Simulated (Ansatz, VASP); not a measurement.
# One calculation of SrMg, two programs

```
Sr Mg
1.0
     3.84729    0.00000    0.00000
     0.00000    3.84729    0.00000
     0.00000    0.00000    3.84729
Sr Mg
1 1
Cartesian
  1.9236 1.9236 1.9236
  0.0000 0.0000 0.0000
```

Change from the starting cell: volume scaled by 0.96, crystal datasets.

Alike in both runs: task electric field gradients; functional LDA; k mesh 9 × 9 × 9; occupations fermi-dirac, width 0.05 eV; no spin polarisation.

|  | VASP | Ansatz |
| --- | --- | --- |
| version | VASP 6.6.1 | Ansatz 0.2.0 |
| potentials or method | VASP PAW LDA potentials, release 64 (Sr_sv, Mg), cutoff 520 eV | all-electron PAW with datasets made for the crystal, scalar-relativistic |

|  | VASP | Ansatz | Ansatz less VASP |
| --- | --- | --- | --- |
| pressure (GPa) | 4.8 | 5.0 | +0.13 |
| Vzz of the field gradient on the site that differs most (V/Å²) | 0.0 | 0.0 | 0.00 |

Ansatz ran all-electron here, so the differences hold the error of VASP's frozen core and of both bases. Ansatz warned: «gradients_without_spin_orbit».
